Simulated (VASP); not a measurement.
OSZICAR of a VASP run on GaN (zinc blende):

OSZICAR:
```
       N       E                     dE             d eps       ncg     rms          rms(c)
DAV:   1     0.911716317132E+02    0.91172E+02   -0.10787E+04  1310   0.279E+03
DAV:   2    -0.843539650609E+01   -0.99607E+02   -0.92288E+02  1382   0.384E+02
DAV:   3    -0.159018039462E+02   -0.74664E+01   -0.74205E+01  1387   0.907E+01
DAV:   4    -0.160108592668E+02   -0.10906E+00   -0.10899E+00  1450   0.118E+01
DAV:   5    -0.160122452781E+02   -0.13860E-02   -0.13859E-02  1357   0.124E+00    0.759E+00
DAV:   6    -0.139977012389E+02    0.20145E+01   -0.59953E+00  1801   0.508E+01    0.265E+00
DAV:   7    -0.139730604645E+02    0.24641E-01   -0.30451E-01  1242   0.750E+00    0.168E+00
DAV:   8    -0.139488852428E+02    0.24175E-01   -0.81534E-02  1332   0.388E+00    0.697E-01
DAV:   9    -0.139448936227E+02    0.39916E-02   -0.18974E-02  1758   0.336E+00    0.183E-01
DAV:  10    -0.139449261943E+02   -0.32572E-04   -0.20863E-03  1587   0.782E-01    0.605E-02
DAV:  11    -0.139448664776E+02    0.59717E-04   -0.28281E-04  1806   0.348E-01    0.793E-03
DAV:  12    -0.139448681106E+02   -0.16330E-05   -0.21762E-05  1287   0.683E-02    0.360E-03
DAV:  13    -0.139448681610E+02   -0.50432E-07   -0.87297E-07   743   0.981E-03
   1 F= -.13944868E+02 E0= -.13944868E+02  d E =-.139449E+02
```

Which electronic solver shows in the log?

It is blocked Davidson (ALGO = Normal, or the opening steps of other solvers). The INCAR had ALGO = Normal.

Can the final energy be trusted as converged?

The calculation finished and met its thresholds. It stopped with EDIFF = 1E-6, NELM = 100, NSW = 40 and EDIFFG = -0.02 after 1 ionic step (LDA (Ceperley-Alder, Perdew-Zunger), plane waves, VASP's LDA PAW potentials (set 64)).

The compound is GaN in the zinc blende structure, a metastable form; wurtzite is the usual one. It was relaxed first.
